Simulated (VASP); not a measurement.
# Which native defect does DyMg3 form most easily?, part 4 of 7

Aim: formation energies of the vacancies and antisites of DyMg3, in the two limits of its composition. The start is a cell from a database of measured crystal structures.

VASP 6.6.1, plane waves and PAW; the level of theory is named at each step.

Still holding for the runs below: The data set Dy_3 holds the 4f electrons frozen in the core, so no f bands or f moments appear.

So far. Step 5 (Reference Mg): The run ended after 6 ionic steps, 0.012 eV below its first step, once forces and stress met EDIFFG = -0.02. Step 5 (Reference Mg): Energy at zero smearing: -3.44165 eV.

### 6. The defect cell, 31 atoms, defect Mg vacancy

This step: PBEsol, 4f electrons in the core; plane waves and PAW (Dy_3, Mg) (VASP 6.6.1).

System of this step: Dy8Mg23. The cell holds 31 atoms: 8 Dy and 23 Mg. Cell: a = 10.249 Å, b = 10.249 Å, c = 10.249 Å, α = 60.0°, β = 60.0°, γ = 60.0°. It derives from DyMg3. Nearest the centre at fractional (0.375, 0.375, 0.375): Dy4 at 3.14 Å, Dy6 at 3.14 Å, Dy7 at 3.14 Å, Mg24 at 3.14 Å, Mg26 at 3.14 Å, Mg28 at 3.14 Å, Mg25 at 3.14 Å, Dy8 at 3.14 Å.

The host is treated as a metal, since its gap is under 0.3 eV or closed. The run keeps 24 symmetry operations, which cuts the number of k-points but bars distortions that break them. The atoms relax at the host's fixed cell.

INCAR reads:

```
SYSTEM = Dy8Mg23
PREC = Normal
ENCUT = 300
EDIFF = 1E-05
NELM = 120
ISMEAR = 1
SIGMA = 0.2
LREAL = Auto
ALGO = Fast
GGA = PS
LORBIT = 11
LWAVE = .FALSE.
LCHARG = .TRUE.
KPAR = 4
NCORE = 2
IBRION = 2
NSW = 50
ISIF = 2
EDIFFG = -0.03
POTIM = 0.4
MAXMIX = 40
ISYM = 2
```

POSCAR reads:

```
Dy8Mg23
1.0
    0.0000000000      7.2468013818      7.2468013818
    7.2468013818      0.0000000000      7.2468013818
    7.2468013818      7.2468013818      0.0000000000
Dy Mg
8 23
Direct
    0.0000000000      0.0000000000      0.0000000000
    0.0000000000      0.0000000000      0.5000000000
    0.0000000000      0.5000000000      0.0000000000
    0.0000000000      0.5000000000      0.5000000000
    0.5000000000      0.0000000000      0.0000000000
    0.5000000000      0.0000000000      0.5000000000
    0.5000000000      0.5000000000      0.0000000000
    0.5000000000      0.5000000000      0.5000000000
    0.3750000000      0.3750000000      0.8750000000
    0.3750000000      0.8750000000      0.3750000000
    0.3750000000      0.8750000000      0.8750000000
    0.8750000000      0.3750000000      0.3750000000
    0.8750000000      0.3750000000      0.8750000000
    0.8750000000      0.8750000000      0.3750000000
    0.8750000000      0.8750000000      0.8750000000
    0.1250000000      0.1250000000      0.1250000000
    0.1250000000      0.1250000000      0.6250000000
    0.1250000000      0.6250000000      0.1250000000
    0.1250000000      0.6250000000      0.6250000000
    0.6250000000      0.1250000000      0.1250000000
    0.6250000000      0.1250000000      0.6250000000
    0.6250000000      0.6250000000      0.1250000000
    0.6250000000      0.6250000000      0.6250000000
    0.2500000000      0.2500000000      0.2500000000
    0.2500000000      0.2500000000      0.7500000000
    0.2500000000      0.7500000000      0.2500000000
    0.2500000000      0.7500000000      0.7500000000
    0.7500000000      0.2500000000      0.2500000000
    0.7500000000      0.2500000000      0.7500000000
    0.7500000000      0.7500000000      0.2500000000
    0.7500000000      0.7500000000      0.7500000000
```

KPOINTS reads:

```
Automatic mesh
0
Gamma
3 3 3
0 0 0
```

The projector-augmented-wave data sets are Dy_3 and Mg (PBE family, release 64).

Started as:

```bash
mpirun -np 8 vasp_std
```

The program printed:

```text
[banner, memory and clock lines left out]
running    8 mpi-ranks, on    1 nodes
 distrk:  each k-point on    2 cores,    4 groups
 distr:  one band on    2 cores,    1 groups

 POSCAR found type information on POSCAR DyMg
 POSCAR found :  2 types and      31 ions
 [... a notice as in an earlier step ...]

 LDA part: xc-table for (Slater+PW92), standard interpolation
 POSCAR, INCAR and KPOINTS ok, starting setup
 FFT: planning ... GRIDC
 FFT: planning ... GRID_SOFT
 FFT: planning ... GRID
 WAVECAR not read
 entering main loop
       N       E                     dE             d eps       ncg     rms          rms(c)
DAV:   1     0.367038718028E+03    0.36704E+03   -0.35449E+04   720   0.838E+02
DAV:   2    -0.449651426570E+02   -0.41200E+03   -0.39445E+03   770   0.263E+02
DAV:   3    -0.787333363013E+02   -0.33768E+02   -0.32563E+02   800   0.541E+01
DAV:   4    -0.806648729048E+02   -0.19315E+01   -0.18900E+01   784   0.126E+01
DAV:   5    -0.807691517895E+02   -0.10428E+00   -0.10354E+00   880   0.289E+00    0.484E+01
RMM:   6    -0.804913538946E+02    0.27780E+00   -0.53737E-01   824   0.143E+00    0.289E+01
RMM:   7    -0.803808450846E+02    0.11051E+00   -0.28511E-01   716   0.168E+00    0.108E+00
RMM:   8    -0.803663943121E+02    0.14451E-01   -0.91856E-02   881   0.864E-01    0.386E-01
RMM:   9    -0.803645579834E+02    0.18363E-02   -0.19537E-02   782   0.358E-01    0.210E-01
RMM:  10    -0.803647177560E+02   -0.15977E-03   -0.54652E-03   899   0.197E-01    0.155E-01
RMM:  11    -0.803646788287E+02    0.38927E-04   -0.94784E-04   799   0.897E-02    0.304E-02
RMM:  12    -0.803647215167E+02   -0.42688E-04   -0.57506E-04   885   0.520E-02    0.188E-02
RMM:  13    -0.803647305887E+02   -0.90719E-05   -0.12426E-04   620   0.296E-02    0.110E-02
RMM:  14    -0.803647365297E+02   -0.59411E-05   -0.60740E-05   489   0.180E-02
   1 F= -.80364737E+02 E0= -.80359863E+02  d E =-.803647E+02
 curvature:   0.00 expect dE= 0.000E+00 dE for cont linesearch  0.000E+00
 trial: gam= 0.00000 g(F)=  0.182E-01 g(S)=  0.000E+00 ort = 0.000E+00 (trialstep = 0.100E+01)
 search vector abs. value=  0.182E-01
 bond charge predicted
       N       E                     dE             d eps       ncg     rms          rms(c)
DAV:   1    -0.803715346037E+02   -0.68040E-02   -0.12259E+00   712   0.406E+00    0.406E-01
RMM:   2    -0.803799614182E+02   -0.84268E-02   -0.88254E-02   790   0.938E-01    0.149E-01
RMM:   3    -0.803817416000E+02   -0.17802E-02   -0.19088E-02   899   0.531E-01    0.110E-01
RMM:   4    -0.803821042096E+02   -0.36261E-03   -0.35908E-03   884   0.179E-01    0.874E-02
RMM:   5    -0.803821292521E+02   -0.25043E-04   -0.81085E-04   885   0.109E-01    0.518E-02
RMM:   6    -0.803821366923E+02   -0.74401E-05   -0.31837E-04   823   0.505E-02    0.167E-02
RMM:   7    -0.803821447882E+02   -0.80960E-05   -0.97494E-05   571   0.280E-02
   2 F= -.80382145E+02 E0= -.80377124E+02  d E =-.174083E-01
[... from here on, the cycles between the ionic steps are left out ...]
   3 F= -.80426377E+02 E0= -.80420733E+02  d E =-.616401E-01
   4 F= -.80479345E+02 E0= -.80471580E+02  d E =-.114609E+00
   5 F= -.80451662E+02 E0= -.80436249E+02  d E =-.869253E-01
   6 F= -.80489366E+02 E0= -.80479365E+02  d E =-.124630E+00
   7 F= -.80516057E+02 E0= -.80505480E+02  d E =-.266911E-01
   8 F= -.80523372E+02 E0= -.80512434E+02  d E =-.340059E-01
   9 F= -.80531819E+02 E0= -.80520285E+02  d E =-.844687E-02
  10 F= -.80537461E+02 E0= -.80525083E+02  d E =-.140892E-01
 curvature:  -7.35 expect dE=-0.267E-02 dE for cont linesearch -0.571E-03
 ZBRENT: extrapolating
 opt :  11.9868  next Energy=   -80.538058 (dE=-0.147E-01)
 bond charge predicted
       N       E                     dE             d eps       ncg     rms          rms(c)
DAV:   1    -0.805340750699E+02    0.33850E-02   -0.47519E-01   696   0.286E+00    0.246E-01
RMM:   2    -0.805372187425E+02   -0.31437E-02   -0.32265E-02   788   0.625E-01    0.101E-01
RMM:   3    -0.805380751374E+02   -0.85639E-03   -0.74366E-03   902   0.323E-01    0.601E-02
RMM:   4    -0.805382295435E+02   -0.15441E-03   -0.13310E-03   858   0.114E-01    0.644E-02
RMM:   5    -0.805382595298E+02   -0.29986E-04   -0.30284E-04   743   0.653E-02    0.666E-02
RMM:   6    -0.805382678998E+02   -0.83701E-05   -0.10348E-04   559   0.301E-02    0.592E-02
RMM:   7    -0.805382700829E+02   -0.21830E-05   -0.29296E-05   435   0.184E-02
  11 F= -.80538270E+02 E0= -.80525478E+02  d E =-.148980E-01
 curvature:  -7.67 expect dE=-0.321E-02 dE for cont linesearch -0.146E-05
 trial: gam= 0.18566 g(F)=  0.418E-03 g(S)=  0.000E+00 ort = 0.243E-04 (trialstep = 0.581E+01)
 search vector abs. value=  0.534E-03
 reached required accuracy - stopping structural energy minimisation
```

It took 2.8 min on 8 MPI ranks of AMD EPYC 7R43, shared host; peak memory 2 GiB; 22 min of CPU time.

OUTCAR, selected parts (step 6):

```text
   k-points           NKPTS =      4   k-points in BZ     NKDIM =      4   number of bands    NBANDS=     75

   NELECT =     118.0000    total number of electrons

 E-fermi :   2.6581

 k-point     1 :       0.0000    0.0000    0.0000
  band No.  band energies     occupation
    ...
     58       2.5128      1.93748
     59       2.5128      1.93748
     60       2.5931      1.51921
     61       2.5931      1.51921
     62       2.5931      1.51920
     63       3.6486     -0.00000
     64       3.6486     -0.00000
     65       3.6701     -0.00000
     66       3.6701     -0.00000
     67       3.6702     -0.00000
    ...

  Total       -3.1391049     -3.1391049     -3.1391049     -0.0000000      0.0000000      0.0000000
  in kB       -6.6076548     -6.6076548     -6.6076548     -0.0000000      0.0000000      0.0000000
  external PRESSURE =      -6.6076548 kB  Pullay stress =       0.0000000 kB

 POSITION                                       TOTAL-FORCE (eV/Angst)
 -----------------------------------------------------------------------------------
      0.03456      0.03456      0.03456        -0.006866     -0.006866     -0.006866
      3.58884      3.58884      0.03456         0.006866      0.006866     -0.006866
      3.58884      0.03456      3.58884         0.006866     -0.006866      0.006866
      7.10804      3.76217      3.76217        -0.016045      0.016045      0.016045
      0.03456      3.58884      3.58884        -0.006866      0.006866      0.006866
      3.76217      7.10804      3.76217         0.016045     -0.016045      0.016045
      3.76217      3.76217      7.10804         0.016045      0.016045     -0.016045
      7.10804      7.10804      7.10804        -0.016045     -0.016045     -0.016045
      9.05850      9.05850      5.50002         0.000000      0.000000     -0.024682
      9.05850      5.50002      9.05850         0.000000     -0.024682      0.000000
     12.61699      9.05850      9.05850         0.024682      0.000000      0.000000
      5.50002      9.05850      9.05850        -0.024682      0.000000      0.000000
      9.05850     12.61699      9.05850         0.000000      0.024682      0.000000
      9.05850      9.05850     12.61699         0.000000      0.000000      0.024682
     12.68190     12.68190     12.68190         0.000000      0.000000      0.000000
      1.81170      1.81170      1.81170         0.000000      0.000000      0.000000
      5.43510      5.43510      1.73225         0.000000      0.000000     -0.009174
      5.43510      1.73225      5.43510         0.000000     -0.009174      0.000000
      9.13795      5.43510      5.43510         0.009174      0.000000      0.000000
      1.73225      5.43510      5.43510        -0.009174      0.000000      0.000000
      5.43510      9.13795      5.43510         0.000000      0.009174      0.000000
      5.43510      5.43510      9.13795         0.000000      0.000000      0.009174
      9.05850      9.05850      9.05850         0.000000      0.000000      0.000000
      3.63299      3.63299      3.63299        -0.012435     -0.012435     -0.012435
[...]
-----------------------------------------------------------------------------------
    total drift:                                0.000001      0.000001      0.000001

  FREE ENERGIE OF THE ION-ELECTRON SYSTEM (eV)
  ---------------------------------------------------
  free  energy   TOTEN  =       -80.5382700829 eV

  energy  without entropy=      -80.4998926950  energy(sigma->0) =      -80.52547762

[... 6 parts as in an earlier step ...]

[... 9 further parts left out ...]
```

The steps of the relaxation:

```tsv
step	energy less that of the first step (eV)	largest force (eV/Å)
1	0.0000	0.3038
2	-0.0174	0.2752
3	-0.0616	0.2074
4	-0.1146	0.1116
5	-0.0869	0.2574
6	-0.1246	0.1649
7	-0.1513	0.0955
8	-0.1586	0.0777
9	-0.1671	0.0580
10	-0.1727	0.0335
11	-0.1735	0.0278
```

The atoms that moved most (Å):

```tsv
atom	dx	dy	dz	length
Dy4	-0.139	0.139	0.139	0.240
Dy6	0.139	-0.139	0.139	0.240
Dy7	0.139	0.139	-0.139	0.240
Dy8	-0.139	-0.139	-0.139	0.240
Mg21	0.000	0.079	0.000	0.079
Mg22	0.000	0.000	0.079	0.079
Mg19	0.079	0.000	0.000	0.079
Mg17	0.000	0.000	-0.079	0.079
```

The relaxed structure:

```xyz
31
Lattice="0.0000 7.2468 7.2468 7.2468 0.0000 7.2468 7.2468 7.2468 0.0000" Properties=species:S:1:pos:R:3 pbc="T T T"
Dy    0.0346    0.0346    0.0346
Dy    3.5888    3.5888    0.0346
Dy    3.5888    0.0346    3.5888
Dy    7.1080    3.7622    3.7622
Dy    0.0346    3.5888    3.5888
Dy    3.7622    7.1080    3.7622
Dy    3.7622    3.7622    7.1080
Dy    7.1080    7.1080    7.1080
Mg    9.0585    9.0585    5.5000
Mg    9.0585    5.5000    9.0585
Mg   12.6170    9.0585    9.0585
Mg    5.5000    9.0585    9.0585
Mg    9.0585   12.6170    9.0585
Mg    9.0585    9.0585   12.6170
Mg   12.6819   12.6819   12.6819
Mg    1.8117    1.8117    1.8117
Mg    5.4351    5.4351    1.7322
Mg    5.4351    1.7322    5.4351
Mg    9.1380    5.4351    5.4351
Mg    1.7322    5.4351    5.4351
Mg    5.4351    9.1380    5.4351
Mg    5.4351    5.4351    9.1380
Mg    9.0585    9.0585    9.0585
Mg    3.6330    3.6330    3.6330
Mg    7.2372    7.2372    3.6330
Mg    7.2372    3.6330    7.2372
Mg   10.8668    7.2502    7.2502
Mg    3.6330    7.2372    7.2372
Mg    7.2502   10.8668    7.2502
Mg    7.2502    7.2502   10.8668
Mg   10.8668   10.8668   10.8668
```

Numbers from this step:

```
electronic cycles       : 125
electrons               : 118
free energy (TOTEN)     : -80.5383 eV
energy at zero smearing : -80.5255 eV
Fermi energy            : 2.658 eV
```

Valence density in the ac plane at fractional y = 0.375, through the centre, with atoms of Mg within 0.45 Å of it. It is the smooth field of the valence electrons, not physical close to the nuclei.

Ten even steps from '_' (0.03 e/Å³) to '@' (0.55 e/Å³), each cell a mean:
```
::--==--::....................::::::::....................
..................________....................________....
..................__________..................__________..
....................________....................________..
......................______......................______..
..........................................................
..........................................................
..........................................................
::::......................::::............................
==++--::................::--++==::......................::
**@@%%==::..__________..::==%%@@**--....................::
==%%@@##--..____________..::**@@%%++::..................::
::--++++--..______________..::++**==::..........__........
....::::::..__________________..::::::........________....
............____________________..............__________..
............______________________..............________..
..............____________________................______..
................__________________........................
....................______________........................
..........................................................
::::....................::--====::......................::
**++--..................::==%%%%**--..................::==
%%@@**--..................--**@@%%==::................::==
++%%##==::..................--++**==::..................::
```
Columns run along a (10.2 Å), rows up along c (10.2 Å). Atoms in or near the plane, at fractional coordinates: Mg at (0.38, 0.87), Mg at (0.87, 0.38), Mg at (0.87, 0.87).

The run ended after 11 ionic steps, 0.174 eV below its first step, once the forces on the free atoms met EDIFFG = -0.03.

The 8 first neighbours (Dy and Mg) lie 3.14 Å from the site in the perfect crystal and 3.01 Å on average after the relaxation (-4.1 %, spread from 2.90 to 3.12 Å).

### 7. This defect's formation energies, 31 atoms, defect vacancy, element Mg

This step: point defect, PBEsol; plane waves and PAW (VASP 6.6.1).

No new run; the numbers come from the runs before.

This step gave:

```
formation energy of the neutral defect : 1.255 eV
host formation enthalpy                : -0.07683 eV/atom
```

Formation energy:

```tsv
formation energy (eV)	largest move (Å)
1.255	0.2403
```

The formation energy is the energy of the relaxed defect cell less that of the perfect cell, with each removed atom booked to its reference and each added atom taken from it.

References, in eV an atom: Dy -4.968 (crystal P6_3/mmc) and Mg -1.721 (crystal P6_3/mmc). They were run at the supercell's cutoff and functional, without U, and count both elements from their own phases.

The formation energy is 1.255 eV, and the largest move of an atom 0.24 Å.

[end of part 4 of 7]

[Lines on the potential files, build, host, timing and source positions are cut from VASP's logs without a mark.]

[Logs are printed without paths, hosts, clocks, repeated set-up lines and the standing remarks that a program may print on its own settings, such as how far it seeks lower states.]

[Hosts, paths, dates, database ids (printed as entryN), source tags and the programs' standing remarks are cut or masked in the printed files.]

[In band tables of VASP the shares of atoms and orbitals are scaled to a sum of 1 inside the atoms' spheres.]

[Runs that stopped without an error message from VASP are left out.]
